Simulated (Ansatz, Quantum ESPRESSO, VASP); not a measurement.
Code comparison for ZnS (F-43m, 2 atoms in the cell)

Self-consistent single point.

```
ZnS
1.0
    0.00000     2.70500     2.70500
    2.70500     0.00000     2.70500
    2.70500     2.70500     0.00000
Zn S
1 1
Direct
  0.00000   0.00000   0.00000
  0.25000   0.25000   0.25000
```

All programs got the same cell, k-point mesh and kind of occupations (in Ansatz's words: kpoints.mp_grid.grid = 7 7 7; scf.occupations.method = fermi_dirac; scf.occupations.width = 0.05 eV); potentials, basis and cutoffs are each program's usual ones.

```tsv
code	model	pressure (GPa)	gap on the mesh (eV)	cutoff
Quantum ESPRESSO	PBE, PseudoDojo stringent norm-conserving (PBE) pseudopotentials	1.33	2.098	85 Ry
Ansatz	PBE, default PAW files	1.28	2.095	default
VASP	PBE, VASP's PBE PAW potentials (set 64)	–	2.091	300 eV
```

A dash marks a value that a program does not give, or that is left out as unsure.

Gaps are read on the mesh.

The spread over the programs that give each value: pressure within 0.05 GPa; gap on the mesh within 0.007 eV.

The starting cell has typed, rounded lattice constants, without a prior relaxation at this level.

**Question.** Why do the programs differ, and what cannot be compared?

**Answer.** Differences of this kind can come from the potentials, where these differ, and from what each basis and cutoff leave unconverged. The valence holds different numbers of electrons (Quantum ESPRESSO 26, Ansatz (a program for electronic structure) 18, VASP 18). The zero of total energies and Fermi levels follows the potentials and each program's conventions, so they are not compared here. Ansatz's pressure is given at a fixed set of plane waves, as the other plane-wave codes print theirs; with its correction for the finite basis it is 1.35 GPa.

VASP's run is marked for a possible Pulay error in its stress at this cutoff; no cutoff test was made.

Left out of this page: ABINIT, GPAW, CP2K, Elk, FLEUR and SIESTA (not drawn, or without a comparable value).

Keys are those of Ansatz 0.2.
